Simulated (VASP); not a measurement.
An input for Ansatz (written as the equivalent of a VASP run, and not itself run):

Ansatz 0.2 input:
```yaml
crystal:
  lattice:
    - [3.0550601, 0.0000000, 0.0000000]
    - [-1.5275300, 2.6457592, 0.0000000]
    - [0.0000000, 0.0000000, 5.0124561]
  atoms:
    - { symbol: Si, position: [0.3333330, 0.6666670, 0.9995577] }
    - { symbol: Si, position: [0.6666670, 0.3333330, 0.4995577] }
    - { symbol: C, position: [0.3333330, 0.6666670, 0.3754423] }
    - { symbol: C, position: [0.6666670, 0.3333330, 0.8754423] }
kpoints:
  mp_grid: { grid: [8, 8, 5] }
hamiltonian:
  xc: pbesol
  pseudopotentials: { kind: paw }
scf:
  occupations: { method: gaussian, width: 0.05 }
  max_iter: 100
relax:
  max_steps: 40
  f_tol: 0.02
  cell: { p_target: 10 }
output: { forces: true, stress: true, eigenvalues: true }
```

### Question
Translate this input to VASP (INCAR, KPOINTS, POSCAR, choice of POTCAR).

### Answer
Several could match; the one computed here: 
### KPOINTS
```
kpoints
0
G
  8 8 5
0 0 0
```

INCAR:
```
SYSTEM = SiC
PREC = Accurate
ENCUT = 620
EDIFF = 1E-6
NELM = 100
ALGO = Normal
LREAL = .FALSE.
LASPH = .TRUE.
ISMEAR = 0
SIGMA = 0.05
GGA = PS
LWAVE = .FALSE.
LCHARG = .FALSE.
IBRION = 2
ISIF = 3
NSW = 40
EDIFFG = -0.02
PSTRESS = 100
```

POSCAR:
```
SiC
1.0
  3.0550600533   0.0000000000   0.0000000000
 -1.5275300266   2.6457591736   0.0000000000
  0.0000000000   0.0000000000   5.0124560768
Si C
2 2
Cart
 -0.0000015275   1.7638403310   5.0102389948
  1.5275315542   0.8819188426   2.5040109564
 -0.0000015275   1.7638403310   1.8818881108
  1.5275315542   0.8819188426   4.3881161492
```

POTCAR, in this order: Si C (PBE.64 set). Program: vasp_std.

The two are equivalent in intent, not identical: each code has its own PAW files, so the cut-off isn't converted (ENCUT is set for VASP's; basis.ecutwfc is left out, and Ansatz then takes the one that its files recommend); Ansatz stops its SCF on the density residual and VASP on the energy change (EDIFF).

The structure was generated: SiC was put into the wurtzite type (P6_3mc), which need not be its known phase. This run relaxes it under an external pressure of 10 GPa. Symmetry was kept, so distortions that lower it aren't found.
